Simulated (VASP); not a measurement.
Method: LDA (Ceperley-Alder, Perdew-Zunger), VASP's LDA PAW potentials (set 64) (plane waves; VASP).

The input files of a VASP run:

KPOINTS:
```
Automatic
0
G
 7 7 2
```

File POSCAR:
```
MoTe2
1
    1.7362062544    -3.0071970407     0.0000000000
    1.7362062544     3.0071970407     0.0000000000
    0.0000000000     0.0000000000    13.7096940066
Te Mo
4 2
Direct
  0.3333330000   0.6666670000   0.8812981730
  0.6666670000   0.3333330000   0.3812981730
  0.6666670000   0.3333330000   0.1187018270
  0.3333330000   0.6666670000   0.6187018270
  0.3333330000   0.6666670000   0.2500000000
  0.6666670000   0.3333330000   0.7500000000
```

**INCAR**
```
SYSTEM = MoTe2
PREC = Accurate
ENCUT = 500
EDIFF = 1E-6
NELM = 100
ALGO = Normal
LREAL = .FALSE.
LASPH = .TRUE.
ISMEAR = 0
SIGMA = 0.05
LMAXMIX = 4
LWAVE = .FALSE.
LCHARG = .FALSE.
IBRION = 2
ISIF = 3
NSW = 40
EDIFFG = -0.02
```

POTCAR, in this order: Te Mo_sv (LDA.64 set). Program: vasp_std.

**Question.** What does the run give for the energy per atom (σ→0), volume per atom?

**Answer.** 
```
Quantity                       Result
---------------------  --------------
energy per atom (σ→0)  -6.877 eV/atom
volume per atom        23.96 Å^3/atom
```

### OSZICAR
```
...
   9 F= -.41262402E+02 E0= -.41262402E+02  d E =-.112647E-03
       N       E                     dE             d eps       ncg     rms          rms(c)
DAV:   1    -0.412628976780E+02   -0.49501E-03   -0.15913E-02  1008   0.846E-01    0.163E-01
DAV:   2    -0.412626309251E+02    0.26675E-03   -0.27386E-03  1226   0.267E-01    0.119E-01
DAV:   3    -0.412625268998E+02    0.10403E-03   -0.51186E-04  1104   0.105E-01    0.286E-02
DAV:   4    -0.412625026474E+02    0.24252E-04   -0.11176E-04  1077   0.542E-02    0.286E-02
DAV:   5    -0.412625028157E+02   -0.16824E-06   -0.45043E-06  1043   0.108E-02
  10 F= -.41262503E+02 E0= -.41262503E+02  d E =-.100640E-03
```

The compound is MoTe2 in the 2H layered structure. This run relaxes it. Symmetry was kept, so distortions that lower it aren't found.
